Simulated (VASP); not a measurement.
An input for Ansatz (written as the equivalent of a VASP run, and not itself run):

Ansatz 0.2 input:
```yaml
crystal:
  lattice:
    - [4.1500000, 0.0000000, 0.0000000]
    - [-2.0750000, 3.5940050, 0.0000000]
    - [0.0000000, 0.0000000, 6.8600000]
  atoms:
    - { symbol: Mg, position: [0.0000000, 0.0000000, 0.0000000] }
    - { symbol: I, position: [0.3333330, 0.6666670, 0.2420000] }
    - { symbol: I, position: [0.6666670, 0.3333330, 0.7580000] }
kpoints:
  mp_grid: { grid: [6, 6, 3] }
hamiltonian:
  xc: r2scan
  pseudopotentials: { kind: paw }
scf:
  occupations: { method: gaussian, width: 0.05 }
  max_iter: 100
relax:
  max_steps: 60
  f_tol: 0.02
  cell: {}
output: { forces: true, stress: true, eigenvalues: true }
```

Translate this input to VASP (INCAR, KPOINTS, POSCAR, choice of POTCAR).

One answer among several that fit: 
POSCAR:
```
MgI2
1.0
  4.1500000000   0.0000000000   0.0000000000
 -2.0750000000   3.5940050000   0.0000000000
  0.0000000000   0.0000000000   6.8600000000
Mg I
1 2
direct
  0.0000000000   0.0000000000   0.0000000000
  0.3333330000   0.6666670000   0.2420000000
  0.6666670000   0.3333330000   0.7580000000
```

KPOINTS:
```
Automatic mesh
0
Gamma
6 6 3
0 0 0
```

INCAR:
```
ALGO = Normal
EDIFF = 1E-6
EDIFFG = -0.02
ENCUT = 480
IBRION = 2
ISIF = 3
ISMEAR = 0
LASPH = .TRUE.
LCHARG = .FALSE.
LMAXMIX = 4
LMIXTAU = .TRUE.
LREAL = .FALSE.
LWAVE = .FALSE.
METAGGA = R2SCAN
NELM = 100
NSW = 60
PREC = Accurate
SIGMA = 0.05
SYSTEM = MgI2
```

POTCAR, in this order: Mg I (PBE.64 set). Program: vasp_std.

What does not carry over: each code has its own PAW files, so the cut-off isn't converted (ENCUT is set for VASP's; basis.ecutwfc is left out, and Ansatz then takes the one that its files recommend); Ansatz stops its SCF on the density residual and VASP on the energy change (EDIFF).

The compound is MgI2 in the 1T layered structure. This run relaxes it. Symmetry was kept, so distortions that lower it aren't found. The start is the result of an earlier pass.
